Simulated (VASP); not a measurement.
## KNa3Br4 (ordered alloy cell): computed properties

Level of theory: PBEsol GGA, VASP's PBE PAW potentials (set 64) (plane waves; VASP 6.6.1).

| Property | Result |
|---|---|
| space group | Pm-3m (221) |
| cell | a = 6.128 Å, b = 6.128 Å, c = 6.128 Å, α = 90.00°, β = 90.00°, γ = 90.00° |
| volume per atom | 28.76 Å³/atom |
| band gap (over mesh and band path) | 3.90 eV |
| smallest direct gap (over mesh and band path) | 3.90 eV |
| band-edge character | direct, Γ to Γ |
| density | 3.09 g/cm³ |

```
KNa3Br4
1.0
    6.12750     0.00000     0.00000
    0.00000     6.12750     0.00000
    0.00000     0.00000     6.12750
Na Br K
3 4 1
Cartesian
  0.00000   0.00000   0.00000
  3.06375   3.06375   0.00000
  3.06375   0.00000   3.06375
  3.06375   3.06375   3.06375
  0.00000   0.00000   3.06375
  0.00000   3.06375   0.00000
  3.06375   0.00000   0.00000
  0.00000   3.06375   3.06375
```

The structure was generated: KNa3Br4 was put into an ordered model structure (Pm-3m), which need not be its known phase. The cell was not relaxed at this level.
